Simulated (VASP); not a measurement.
Consider the following.

```
CELL_PARAMETERS angstrom
      0.00000     3.06712     3.06712
      3.06712     0.00000     3.06712
      3.06712     3.06712     0.00000
ATOMIC_POSITIONS crystal
  Cu 0.00000 0.00000 0.00000
  I  0.25000 0.25000 0.25000
```

The numbers are results of optB86b-vdW, VASP's PBE PAW potentials (set 64) (plane waves; VASP), not measurements. Numerical set-up: 520 eV cut-off, 8×8×8 Γ-centred mesh, Gaussian smearing of 0.050 eV, potentials Cu I.

Task: Give the stress tensor in GPa (positive for a compressed cell).

Result: 
```
-2.20   0.00   0.00
 0.00  -2.20   0.00
 0.00   0.00  -2.20
```
The pressure is its mean diagonal, -2.20 GPa.

The compound is CuI in the zinc blende structure. This cell is one point of a volume scan, at 1.06 of the reference volume.
